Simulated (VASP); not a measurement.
Calculation: PBE GGA, VASP's PBE PAW potentials (set 64) (plane waves; VASP).

VASP ran on this input.

**POSCAR**
```
Tb
1
    1.7552940000    -3.0989370000     0.0000000000
    1.7552940000     3.0989370000     0.0000000000
    0.0000000000     0.0000000000     5.6775380000
Tb
2
Direct
  0.3333330000   0.6666670000   0.2500000000
  0.6843350000   0.3510010000   0.7500000000
```

### KPOINTS
```
kpoints
0
gamma
11 11 6
0 0 0
```

INCAR:
```
ALGO = Normal
EDIFF = 1E-6
ENCUT = 400
GGA = PE
ISIF = 2
ISMEAR = -1
LASPH = .TRUE.
LCHARG = .FALSE.
LMAXMIX = 6
LREAL = .FALSE.
LWAVE = .FALSE.
NELM = 100
PREC = Accurate
SIGMA = 0.02
SYSTEM = Tb
```

POTCAR, in this order: Tb_3 (PBE.64 set). Program: vasp_std.

What VASP printed:

### OUTCAR
```
 ion  position               nearest neighbor table
   1  0.333  0.667  0.250-   2 3.46   2 3.46   2 3.51   2 3.51   2 3.53   2 3.53
   2  0.684  0.351  0.750-   1 3.46   1 3.46   1 3.51   1 3.51   1 3.53   1 3.53
  LATTYP: Found a base centered orthorhombic cell.
 ALAT       =     3.5105880000
 B/A-ratio  =     1.7654803127
 C/A-ratio  =     1.6172612679
 Subroutine PRICEL returns:
 Original cell was already a primitive cell.
 Subroutine GETGRP returns: Found  4 space group operations
The static configuration has the point symmetry C_1 .
 The point group associated with its full space group is C_2h.
The dynamic configuration has the point symmetry C_1 .
 Subroutine INISYM returns: Found  4 space group operations
 Subroutine IBZKPT returns following result:
 Found    244 irreducible k-points:

 Following reciprocal coordinates:
            Coordinates               Weight
  0.000000  0.000000  0.000000      1.000000
  0.090909  0.000000  0.000000      2.000000
  0.000000  0.090909  0.000000      2.000000
  0.181818  0.000000  0.000000      2.000000
  0.000000  0.181818  0.000000      2.000000
  0.272727  0.000000  0.000000      2.000000
  0.000000  0.272727  0.000000      2.000000
  0.363636  0.000000  0.000000      2.000000
  0.000000  0.363636  0.000000      2.000000
  0.454545  0.000000  0.000000      2.000000
  0.000000  0.454545  0.000000      2.000000
  0.090909  0.090909  0.000000      2.000000
  0.181818  0.090909  0.000000      2.000000
  0.090909  0.181818  0.000000      2.000000
  0.272727  0.090909  0.000000      2.000000
  0.090909  0.272727  0.000000      2.000000
  0.363636  0.090909  0.000000      2.000000
  0.090909  0.363636  0.000000      2.000000
  0.454545  0.090909  0.000000      2.000000
  0.090909  0.454545  0.000000      2.000000
 -0.454545  0.090909  0.000000      2.000000
...
```

File OSZICAR:
```
       N       E                     dE             d eps       ncg     rms          rms(c)
DAV:   1     0.364272053353E+02    0.36427E+02   -0.78388E+03  6360   0.102E+03
DAV:   2    -0.723281749622E+01   -0.43660E+02   -0.42608E+02  6919   0.226E+02
DAV:   3    -0.904109433253E+01   -0.18083E+01   -0.16658E+01  8585   0.281E+01
DAV:   4    -0.908022390634E+01   -0.39130E-01   -0.38269E-01  7210   0.417E+00
DAV:   5    -0.908124999703E+01   -0.10261E-02   -0.10253E-02  8925   0.536E-01    0.240E+01
DAV:   6    -0.908486101087E+01   -0.36110E-02   -0.20599E-02  7438   0.122E+00    0.144E+01
DAV:   7    -0.909454647208E+01   -0.96855E-02   -0.37713E-02  7339   0.166E+00    0.220E-01
DAV:   8    -0.909423371361E+01    0.31276E-03   -0.20983E-03  7224   0.374E-01    0.619E-02
DAV:   9    -0.909423807290E+01   -0.43593E-05   -0.21218E-04  7794   0.115E-01    0.308E-02
DAV:  10    -0.909423174462E+01    0.63283E-05   -0.28743E-05  7139   0.402E-02    0.342E-02
DAV:  11    -0.909423275655E+01   -0.10119E-05   -0.33861E-06  6994   0.142E-02    0.104E-03
DAV:  12    -0.909423293874E+01   -0.18219E-06   -0.20707E-07  3792   0.410E-03
   1 F= -.90942329E+01 E0= -.90920139E+01  d E =-.443799E-02
```

### OUTCAR
```
------------------------ aborting loop because EDIFF is reached ----------------------------------------
  FORCE on cell =-STRESS in cart. coord.  units (eV):
  Direction    XX          YY          ZZ          XY          YZ          ZX
  --------------------------------------------------------------------------------------
  Total        1.1405337      0.6819498      0.4719175     -0.0786627      0.0000000      0.0000000
  in kB       29.5846240     17.6892873     12.2412005     -2.0404544      0.0000000      0.0000000
  external PRESSURE =      19.8383706 kB  Pullay stress =       0.0000000 kB
  volume of cell :       61.77
      direct lattice vectors                 reciprocal lattice vectors
     1.755294000 -3.098937000  0.000000000     0.284852566 -0.161345649  0.000000000
     1.755294000  3.098937000  0.000000000     0.284852566  0.161345649  0.000000000
     0.000000000  0.000000000  5.677538000     0.000000000  0.000000000  0.176132683
 POSITION                                       TOTAL-FORCE (eV/Angst)
 -----------------------------------------------------------------------------------
      1.75529      1.03298      1.41938         0.045521     -0.020832     -0.000000
      1.81732     -1.03298      4.25815        -0.045521      0.020832      0.000000
 -----------------------------------------------------------------------------------
    total drift:                                0.000003      0.000000      0.000000
  FREE ENERGIE OF THE ION-ELECTRON SYSTEM (eV)
  ---------------------------------------------------
  free  energy   TOTEN  =        -9.0942329387 eV

  energy  without entropy=       -9.0897949475  energy(sigma->0) =       -9.09201394
```
(Selected blocks of OUTCAR.)

The 4f electrons are frozen in the core of the lanthanide potential, so 4f levels, which can set the real gap, and their magnetism are missing.

The compound is Tb in the hcp structure. The cell was not relaxed at this level, atoms are displaced from their ideal sites. The run is one of a series of settings (ISMEAR = -1, SIGMA = 0.02 against the base run), some of them coarse on purpose.
